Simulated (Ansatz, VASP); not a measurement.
# Cross-check of AlNi between VASP and Ansatz

Aim: how closely do two programs agree when they are given the same cell, functional and k mesh? The cell is taken from a series of runs on this material, whose earlier steps may have relaxed, scaled, displaced or heated it; both programs get it as it stands.

Method: plane waves, with VASP 6.6.1 beside it; zone-centre phonons at PBEsol, in Ansatz 0.2.0.

## 1. The starting structure

Symmetry: P4/mmm, No. 123, tetragonal system. The conventional cell has a = 2.805 Å, b = 2.805 Å, c = 2.943 Å, α = 90.00°, β = 90.00°, γ = 90.00°. Al has 8 Ni at 2.47 Å nearest. Nearest to Ni lie 8 Al at 2.47 Å. Farther neighbours are not listed.

## 2. Ansatz: zone-centre phonons, PBEsol

Ansatz runs on its PAW soft_1 files.

Second derivatives magnify differences that forces hide, and they need a tight electronic threshold.

input.yaml reads:

```yaml
crystal:
  lattice:
    - [2.8045042962, 0.0, 0.0]
    - [0.0, 2.8045042962, 0.0]
    - [0.0, 0.0, 2.9425889234]
  atoms:
    - { symbol: Al, position: [0.0, 0.0, 0.0] }
    - { symbol: Ni, position: [0.5, 0.5, 0.5] }
kpoints:
  mp_grid: { grid: [16, 16, 16] }
hamiltonian:
  xc: pbesol
  pseudopotentials: { kind: paw, azcp: { folder: soft_1 }, xc_functional: pbe }
scf:
  occupations: { method: methfessel_paxton, width: 0.2 }
output:
  eigenvalues: true
phonons:
  method: dfpt
```

Launch:

```
$ ansatz run input.yaml --threads 4 --pin off --max-ram 10240MiB --backend cpu --events-out ev --progress --plain --runs-dir out
```

Numbers of over 12 decimals in the logs are rounded to 6 here.

The log of the run:

```text
zone centre: on kpoints.mp_grid the ground state, and the responses unless they are solved on pairs of k-points, stand on 729 of the mesh's 4096 k-points, reduced under 8 symmetry operations, with k and −k counted as one. Each operation leaves every solved displacement unchanged or reverses it
Engine: ansatz 0.2.0, x86_64-unknown-linux-gnu
Pseudopotentials: kind: paw
Pseudopotential: Al, paw, valence charge 3, recommended cutoff 420 eV (normal), soft_1/Al.paw.azcp
Pseudopotential: Ni, paw, valence charge 18, recommended cutoff 420 eV (normal), soft_1/Ni.paw.azcp
Functional definition: PBEsol
  exchange = pbesol_x
  correlation = pbesol_c
Crystal: 2 atoms, lattice volume = 23.144 Å³
Basis set: ecut = 420 eV, 461 PW (Γ), exchange–correlation on 40×40×40 points (8 copies of the dense FFT grid, shifted against one another)
Bands: 15, of which v1, the nominal top of the filled ones, is band 11 counted from 1 (10 counted from 0)
Symmetry: 16 space group operations
k-points: 729 of 4096 (irreducible under 8 space group operations)
Non-local potential: Al, projectors of the file, l = 0: 2, l = 1: 2, l = 2: 1
Non-local potential: Ni, projectors of the file, l = 0: 3, l = 1: 2, l = 2: 3, l = 3: 1
PAW form: soft (Blöchl's): semilocal exchange-correlation on the pseudo side does not see the compensation charge
PAW frozen core: Al, regenerated for the run's functional, and the local potential with it (the file was generated under x = pbe(κ = 0.804, μ = 0.219515), c = pbe(β = 0.066725))
PAW frozen core: Ni, regenerated for the run's functional, and the local potential with it (the file was generated under x = pbe(κ = 0.804, μ = 0.219515), c = pbe(β = 0.066725))
PAW one-centre angular grid: Al, 110 points (default); XC on 64 Gauss nodes
PAW one-centre angular grid: Ni, 590 points (default); XC on 64 Gauss nodes
Initial density: superposition of atomic densities (chi_scale 0.1, normalization cell, long waves kept (reshape's long-wave potential 0.00 eV rms))
Initial wavefunctions: pseudopotential atomic-orbital guess
Functional: x = pbesol(κ = 0.804, μ = 0.123457), c = pbesol(β = 0.046)
SCF iter   1: F=—  HF=-6331.210079 eV  |F-HF|=—  |Δ(HF+E_count)|=         —  Δρ=7.41e-2  dr2=1.31e0  ethr=3.10e-3  ⟨swp⟩=4.0  Hψ=48440  notcnv=0
preconditioner: auto → none  [metal: Δε(μ)=0.010 eV  Ē_g=10.349 eV  σ=0.200 eV  W_gap=0.04  n_scr=6 (ndim 8)  ℏωp=27.8 eV  f_vac=0.000  D(μ)=0.68/eV (n_scr^D=6)  sad-step TF]
SCF iter   2: F=—  HF=-6331.065322 eV  |F-HF|=—  |Δ(HF+E_count)|=   1.45e-1  S|Δr|=    0.00e0  Δρ=5.63e-2  dr2=8.06e-1  ethr=3.10e-3  ⟨swp⟩=2.0  Hψ=19499  notcnv=0  defer=150
SCF iter   3: F=—  HF=-6330.878876 eV  |F-HF|=—  |Δ(HF+E_count)|=   1.86e-1  S|Δr|=    0.00e0  Δρ=2.02e-2  dr2=8.71e-2  ethr=3.10e-3  ⟨swp⟩=2.0  Hψ=13877  notcnv=0  defer=150
SCF iter   4: F=—  HF=-6330.863616 eV  |F-HF|=—  |Δ(HF+E_count)|=   1.53e-2  S|Δr|=    0.00e0  Δρ=5.35e-3  dr2=3.74e-3  ethr=4.15e-4  ⟨swp⟩=2.0  Hψ=18617  notcnv=0  defer=147
SCF iter   5: F=—  HF=-6330.863382 eV  |F-HF|=—  |Δ(HF+E_count)|=   2.34e-4  S|Δr|=    0.00e0  Δρ=5.40e-4  dr2=3.14e-5  ethr=1.78e-5  ⟨swp⟩=2.4  Hψ=14917  notcnv=0  defer=147
SCF iter   6: F=—  HF=-6330.863361 eV  |F-HF|=—  |Δ(HF+E_count)|=   2.09e-5  S|Δr|=    0.00e0  Δρ=1.12e-4  dr2=1.36e-6  ethr=1.50e-7  ⟨swp⟩=2.0  Hψ=18535  notcnv=0  defer=147
SCF iter   7: F=—  HF=-6330.863370 eV  |F-HF|=—  |Δ(HF+E_count)|=   8.89e-6  S|Δr|=    0.00e0  Δρ=1.44e-5  dr2=2.79e-8  ethr=6.46e-9  ⟨swp⟩=2.5  Hψ=16741  notcnv=0  defer=147
SCF iter   8: F=—  HF=-6330.863370 eV  |F-HF|=—  |Δ(HF+E_count)|=   5.49e-9  S|Δr|=    0.00e0  Δρ=1.60e-6  dr2=3.84e-10  ethr=1.33e-10  ⟨swp⟩=2.3  Hψ=15775  notcnv=0  defer=147
SCF iter   9: F=-6330.863370 eV  HF=-6330.863370 eV  |F-HF|=1.82e-12  |Δ(HF+E_count)|=  5.91e-11  S|Δr|=    0.00e0  Δρ=7.04e-8  dr2=1.04e-12  ethr=1.00e-12  ⟨swp⟩=4.9  Hψ=50966  notcnv=0
SCF 1 converged in 9 iterations: F = -6330.863370 eV  dr2 = 1.04e-12
  greatest PAW one-centre occupation: 1.001 electrons in one spin orbital (limit 2), on the Ni atom at site 1 (counted from 0), in its partial waves of l = 1
DFPT response loops at Γ: preconditioner auto → Kerker (q_TF=auto, 2.684 Å⁻¹) (partly filled bands, converged f_vac=0.000); β = 1.00, the filter's whole step (`scf.mixing.beta` (0.50) is not read by the response loops under this deck's `scf.mixing.preconditioner`; to damp them name `kerker` or `kerker_dos`, under which they read `scf.mixing.beta`, and type it under 1.00, their step now; both keys bind the ground state too); Broyden in place of MSR1
SCF converged after 9 iterations
Stability not checked: this state was not tested for a lower state beside it, because cold or Methfessel-Paxton smearing, or corrected tetrahedra, fill the levels in a way that the test cannot read (fill_not_monotonic; see scf.lower_state_search)
Free energy (F): -6330.863370 eV
Harris-Foulkes:  -6330.863370 eV  (|F-HF|=1.82e-12)
Internal energy: -6330.863020 eV  (E = F + TS)
E sigma→0 (E₀):  -6330.863282 eV
Entropy (-TS):   -0.000350 eV (-0.175 meV/atom)
Fermi energy:    14.294907 eV
--- Per-component energies (eV) ---
  E_band       = -330.003620
  E_kinetic    = 369.669111
  E_local      = -3703.630875  (includes V_loc(G=0)·N_el)
  E_nonlocal   = -105.472882
  E_hartree    = 1945.687834
  E_xc         = -151.992288
  E_vxc        = -177.885428  (∫ρ·V_xc dr)
  E_paw        = -2080.801863  (= ΣΔE_a)
  E_vpaw       = -604.060002  (= ΣTr[D̂ρ^β])
  E_aug_tail   = 0.000852  (compensation charges beyond the density's cutoff)
  E_ewald      = -2604.539337
  E_core_change = 0.216428  (= ΣΔE_core)
  E_smearing   = -0.000350  (= −TS)
  E_closure    = 0.000000  (closes the sum)
  Σ components = -6330.863370   (vs F -6330.863370, Δ=0.00e0)
--- Band table (eV; the first three rows and the last of 729) ---
  k-point 0: bands = [... 7 lower, 12.6632, 12.6632, 12.8011, 18.7762, 20.5051, 20.5051, 22.2323, 22.7119]
  k-point 1: bands = [... 7 lower, 12.6366, 12.6366, 12.8038, 18.1322, 20.5947, 20.5947, 22.7088, 22.8920]
  k-point 2: bands = [... 7 lower, 12.5627, 12.5627, 12.8114, 16.9068, 20.8578, 20.8578, 22.6995, 24.1377]
  k-point 728: bands = [... 7 lower, 13.2234, 13.3610, 16.1552, 16.2656, 16.2656, 18.3207, 18.7556, 18.7556]
--- Phonons (Γ-DFPT): 4 representative perturbations + reference, on 729 of 4096 k-points (Σ response iterations 13) ---
  k mesh reduced under 8 symmetry operations, with k and −k counted as one. Each operation leaves every solved displacement unchanged or reverses it
  ASR residual: 7.007e-6 → 0.000e0 eV/Å²; symmetrization residual: 1.003e-6 eV/Å²
  ASR residual per site (eV/Å²): 3.21e-6 7.01e-6
  Γ frequencies (cm⁻¹): 0.00 0.00 0.00 306.91 306.91 312.15
  non-analytic LO–TO correction: not included (Born effective charges unavailable; polar crystals: no LO–TO splitting at Γ)
```

The column dr2 measures how far the density is from self-consistency, as an energy; F and HF (Harris–Foulkes) agree once it is small.

(Continued in part 2 of 2.)

[Lines on the potential files, build, host, timing and source positions are cut from VASP's logs without a mark.]

[Logs are printed without paths, hosts, clocks, repeated set-up lines and the standing remarks that a program may print on its own settings, such as how far it seeks lower states.]

[Hosts, paths, dates, database ids (printed as entryN), source tags and the programs' standing remarks are cut or masked in the printed files.]
